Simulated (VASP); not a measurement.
Data:

```
Si
1.0
    0.00000     2.71550     2.71550
    2.71550     0.00000     2.71550
    2.71550     2.71550     0.00000
Si
2
Direct
  0.00000   0.00000   0.00000
  0.25000   0.25000   0.25000
```

Method: PBE GGA, VASP's PBE PAW potentials (set 64) (plane waves; VASP 6.6.1). Run with 300 eV cut-off, 7×7×7 Γ-centred mesh, Fermi-Dirac smearing of 0.010 eV, potentials Si.

Q: Give the stress tensor in GPa (positive for a compressed cell).

A: 
```
1.84  0.00  0.00
0.00  1.84  0.00
0.00  0.00  1.84
```
The pressure is its mean diagonal, 1.84 GPa.

The structure is a typed Si crystal (Fd-3m). The cell was not relaxed at this level.
